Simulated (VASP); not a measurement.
Input:

```xyz
3
Lattice="0.0000 3.0143 3.0143 3.0143 0.0000 3.0143 3.0143 3.0143 0.0000" Properties=species:S:1:pos:R:3 pbc="T T T"
Al     1.5071     1.5071     1.5071
Al     4.5214     4.5214     4.5214
Au     0.0000     0.0000     0.0000
```

Computed with TPSS meta-GGA, VASP's PBE PAW potentials (set 64) (plane waves; VASP). Run with 520 eV cut-off, 10×10×10 Γ-centred mesh, tetrahedra with Blöchl corrections, potentials Al Au.

Problem. Give the energies of bands 1 to 11 at the high-symmetry points, in eV from the Fermi level.

Solution. 
```
band       Γ      X      U      L      W
----  ------  -----  -----  -----  -----
1     -10.48  -7.25  -7.33  -8.43  -6.99
2      -6.56  -7.06  -6.74  -6.42  -6.99
3      -6.56  -6.17  -6.56  -6.33  -6.33
4      -6.56  -5.77  -5.87  -6.33  -6.19
5      -5.65  -5.77  -5.55  -5.52  -5.77
6      -5.65  -5.35  -5.54  -5.52  -5.19
7       2.32  -4.99  -4.58  -5.42  -3.99
8       2.97  -2.07  -3.38   0.41  -3.99
9       2.97  -2.07  -1.33   0.41  -2.20
10      2.97   1.26   1.79   3.23   4.13
11      3.89   1.97   4.33   3.61   4.13
```

It has no gap at this level: it comes out as a metal or semimetal.

The compound is AuAl2 in the fluorite structure. It was relaxed first. The electron count is odd and the run is not spin-polarised, which forces a metal.
